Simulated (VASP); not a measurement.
VASP runs on AlP (space group F-43m) share one base input (PBE GGA, plane waves, VASP's PBE PAW potentials (set 64)) and change the settings named in each case.

File POSCAR:
```
AlP
1
    0.0000000000     2.7225290000     2.7225290000
    2.7225290000     0.0000000000     2.7225290000
    2.7225290000     2.7225290000     0.0000000000
Al P
1 1
Direct
  0.0000000000   0.0000000000   0.0000000000
  0.7500000000   0.7500000000   0.7500000000
```

**INCAR**
```
! general
SYSTEM = AlP
PREC   = Accurate
ENCUT  = 300   ! plane-wave cut-off (eV)
LREAL  = .False.
LASPH  = .True.   ! aspherical one-centre terms

! electronic loop
EDIFF  = 1E-6   ! SCF stop (eV)
NELM   = 100   ! most electronic steps
ALGO   = Normal

! smearing
ISMEAR = 0
SIGMA  = 0.02   ! width (eV)

! functional
GGA    = PE

! ions
ISIF   = 2   ! forces and stress, cell fixed

! output
LWAVE  = .False.
LCHARG = .False.
```

File KPOINTS:
```
Automatic mesh
0
Gamma
8 8 8
0 0 0
```

POTCAR, in this order: Al P (PBE.64 set). Program: vasp_std.

```
change                                                                    E(σ→0) (eV/atom)  pressure (GPa)  gap on the mesh (eV)
------------------------------------------------------------------------  ----------------  --------------  --------------------
base run                                                                           -5.1796            2.86                  1.56
GGA removed, POTCAR Al P (LDA.64 set)                                              -5.7037           -0.60                  1.43
GGA = PS                                                                           -5.4937            1.19                  1.42
GGA = RP                                                                           -4.9007               ?                     ?
GGA = RE                                                                           -4.9410            4.03                  1.62
GGA = 91                                                                           -5.1936            2.78                  1.58
AEXX = 0.25, HFSCREEN = 0.2, ISYM = 3, LHFCALC = .TRUE., PRECFOCK = Fast           -6.0150               ?                     ?
AEXX = 0.25, HFRCUT = -1, ISYM = 3, LHFCALC = .TRUE., PRECFOCK = Fast              -6.4473            1.16                  2.93
ENCUT = 120                                                                        -5.1285           -1.61                  1.49
ENCUT = 150                                                                        -5.1376            0.77                  1.56
ENCUT = 180                                                                        -5.1556            1.85                  1.58
ENCUT = 210                                                                        -5.1649            2.30                  1.56
ENCUT = 240                                                                        -5.1716            2.57                  1.57
```

Fill in the missing entries.

- AEXX = 0.25, HFSCREEN = 0.2, ISYM = 3, LHFCALC = .TRUE., PRECFOCK = Fast, pressure (GPa): 1.26
- AEXX = 0.25, HFSCREEN = 0.2, ISYM = 3, LHFCALC = .TRUE., PRECFOCK = Fast, gap on the mesh (eV): 2.27
- GGA = RP, pressure (GPa): 4.42
- GGA = RP, gap on the mesh (eV): 1.64

Energies of different potentials or functionals have different zeros.

Left out are runs that ran out of time, are held back, or changed the cell or the kind of run, fixed moments of cells without a moment, rows past the twelfth, gaps on odd meshes, pressures of charged cells and columns that move by less than the noise.

The structure comes from a computed database's AlP entry; how it stands against other phases isn't given here. The cell was not relaxed at this level, its lattice was scaled by up to 2.5 %.
